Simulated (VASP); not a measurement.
All values below come from PBE GGA, VASP's PBE PAW potentials (set 64) (plane waves; VASP).

VASP ran on this input.

**INCAR**
```
# general
SYSTEM =NiSi2
PREC   =Accurate
ENCUT  =400
LREAL  =.FALSE.
LASPH  =.TRUE.

# electronic loop
EDIFF  =1E-7   # SCF stop (eV)
NELM   =100   # most electronic steps
ALGO   =Normal   # blocked Davidson
LMAXMIX=4   # l cut-off of mixed one-centre charges

# smearing
ISMEAR =-5

# functional
GGA    =PE   # PBE

# ions
ISIF   =2

# output
LWAVE  =.FALSE.
LCHARG =.TRUE.
LORBIT =11   # lm-projected
NEDOS  =601

# other
LEFG   =.TRUE.
```

File POSCAR:
```
NiSi2
2.7255740
  0.0000000000   1.0000001367   1.0000001367
  1.0000001367   0.0000000000   1.0000001367
  1.0000001367   1.0000001367   0.0000000000
Si Ni
2 1
Cartesian
  0.5000000684   0.5000000684   0.5000000684
  1.5000002051   1.5000002051   1.5000002051
  0.0000000000   0.0000000000   0.0000000000
```

### KPOINTS
```
Automatic
0
G
 11 11 11
0 0 0
```

POTCAR, in this order: Si Ni (PBE.64 set). Program: vasp_std.

Output

### OUTCAR
```
 ion  position               nearest neighbor table
   1  0.250  0.250  0.250-   3 2.36   3 2.36   3 2.36   3 2.36   2 2.73   2 2.73   2 2.73   2 2.73
                             2 2.73   2 2.73
   2  0.750  0.750  0.750-   3 2.36   3 2.36   3 2.36   3 2.36   1 2.73   1 2.73   1 2.73   1 2.73
                             1 2.73   1 2.73
   3  0.000  0.000  0.000-   2 2.36   1 2.36   2 2.36   1 2.36   2 2.36   2 2.36   1 2.36   1 2.36
  LATTYP: Found a face centered cubic cell.
 ALAT       =     5.4511487454
 Subroutine PRICEL returns:
 Original cell was already a primitive cell.
 Subroutine GETGRP returns: Found 48 space group operations
The static configuration has the point symmetry O_h .
The dynamic configuration has the point symmetry O_h .
 Subroutine INISYM returns: Found 48 space group operations
 Subroutine IBZKPT returns following result:
 Found     56 irreducible k-points:

 Following reciprocal coordinates:
            Coordinates               Weight
  0.000000  0.000000  0.000000      1.000000
  0.090909  0.000000  0.000000      8.000000
  0.181818  0.000000  0.000000      8.000000
  0.272727  0.000000  0.000000      8.000000
  0.363636  0.000000  0.000000      8.000000
  0.454545  0.000000  0.000000      8.000000
  0.090909  0.090909  0.000000      6.000000
  0.181818  0.090909  0.000000     24.000000
  0.272727  0.090909  0.000000     24.000000
  0.363636  0.090909  0.000000     24.000000
  0.454545  0.090909  0.000000     24.000000
 -0.454545  0.090909  0.000000     24.000000
 -0.363636  0.090909  0.000000     24.000000
 -0.272727  0.090909  0.000000     24.000000
 -0.181818  0.090909  0.000000     24.000000
 -0.090909  0.090909  0.000000     12.000000
  0.181818  0.181818  0.000000      6.000000
  0.272727  0.181818  0.000000     24.000000
  0.363636  0.181818  0.000000     24.000000
  0.454545  0.181818  0.000000     24.000000
 -0.454545  0.181818  0.000000     24.000000
...
```

OSZICAR:
```
       N       E                     dE             d eps       ncg     rms          rms(c)
DAV:   1     0.599195417882E+02    0.59920E+02   -0.66599E+03  1480   0.114E+03
DAV:   2    -0.158868336872E+02   -0.75806E+02   -0.71736E+02  1506   0.225E+02
DAV:   3    -0.193068696205E+02   -0.34200E+01   -0.33481E+01  1943   0.536E+01
DAV:   4    -0.193705225234E+02   -0.63653E-01   -0.63573E-01  1697   0.717E+00
DAV:   5    -0.193721895263E+02   -0.16670E-02   -0.16660E-02  1944   0.121E+00    0.162E+01
DAV:   6    -0.243031574777E+02   -0.49310E+01   -0.54704E+01  1582   0.183E+02    0.255E+01
DAV:   7    -0.174988986764E+02    0.68043E+01   -0.15973E+01  1741   0.114E+02    0.409E+00
DAV:   8    -0.174099688936E+02    0.88930E-01   -0.23269E+00  2140   0.261E+01    0.257E+00
DAV:   9    -0.173720798551E+02    0.37889E-01   -0.27859E-01  1802   0.106E+01    0.620E-01
DAV:  10    -0.173699648873E+02    0.21150E-02   -0.10845E-02  1982   0.222E+00    0.267E-01
DAV:  11    -0.173701082468E+02   -0.14336E-03   -0.10620E-03  1710   0.260E-01    0.443E-02
DAV:  12    -0.173701628854E+02   -0.54639E-04   -0.50426E-05  1956   0.111E-01    0.233E-02
DAV:  13    -0.173701440202E+02    0.18865E-04   -0.23799E-05  1771   0.102E-01    0.844E-03
DAV:  14    -0.173701408723E+02    0.31479E-05   -0.27244E-06  2340   0.210E-02    0.545E-03
DAV:  15    -0.173701440838E+02   -0.32116E-05   -0.83546E-07  2009   0.221E-02    0.729E-04
DAV:  16    -0.173701444392E+02   -0.35539E-06   -0.64341E-08   978   0.221E-03    0.128E-04
DAV:  17    -0.173701444288E+02    0.10432E-07   -0.83544E-09   918   0.139E-03
   1 F= -.17370144E+02 E0= -.17370144E+02  d E =0.000000E+00
```

### OUTCAR
```
------------------------ aborting loop because EDIFF is reached ----------------------------------------
  FORCE on cell =-STRESS in cart. coord.  units (eV):
  Direction    XX          YY          ZZ          XY          YZ          ZX
  --------------------------------------------------------------------------------------
  Total       -0.2298722     -0.2298722     -0.2298722     -0.0000000      0.0000000     -0.0000000
  in kB       -9.0947948     -9.0947948     -9.0947948     -0.0000000      0.0000000     -0.0000000
  external PRESSURE =      -9.0947948 kB  Pullay stress =       0.0000000 kB
  volume of cell :       40.50
      direct lattice vectors                 reciprocal lattice vectors
     0.000000000  2.725574373  2.725574373    -0.183447572  0.183447572  0.183447572
     2.725574373  0.000000000  2.725574373     0.183447572 -0.183447572  0.183447572
     2.725574373  2.725574373  0.000000000     0.183447572  0.183447572 -0.183447572
 POSITION                                       TOTAL-FORCE (eV/Angst)
 -----------------------------------------------------------------------------------
      1.36279      1.36279      1.36279         0.000000      0.000000      0.000000
      4.08836      4.08836      4.08836         0.000000     -0.000000     -0.000000
      0.00000      0.00000      0.00000        -0.000000     -0.000000     -0.000000
 -----------------------------------------------------------------------------------
    total drift:                               -0.000000     -0.000000      0.000000
  FREE ENERGIE OF THE ION-ELECTRON SYSTEM (eV)
  ---------------------------------------------------
  free  energy   TOTEN  =       -17.3701444288 eV

  energy  without entropy=      -17.3701444288  energy(sigma->0) =      -17.37014443

 total charge

# of ion       s       p       d       tot
------------------------------------------
    1        0.742   0.829   0.000   1.571
    2        0.742   0.829   0.000   1.571
    3        0.546   0.767   8.429   9.743
--------------------------------------------------
tot          2.031   2.425   8.429  12.885
```
(Selected blocks of OUTCAR.)

For a metal the tetrahedron method with Blöchl corrections gives inexact stress and forces.

The compound is NiSi2 in the fluorite structure. It was relaxed first. The run is not spin-polarised, so no magnetic state was tried.
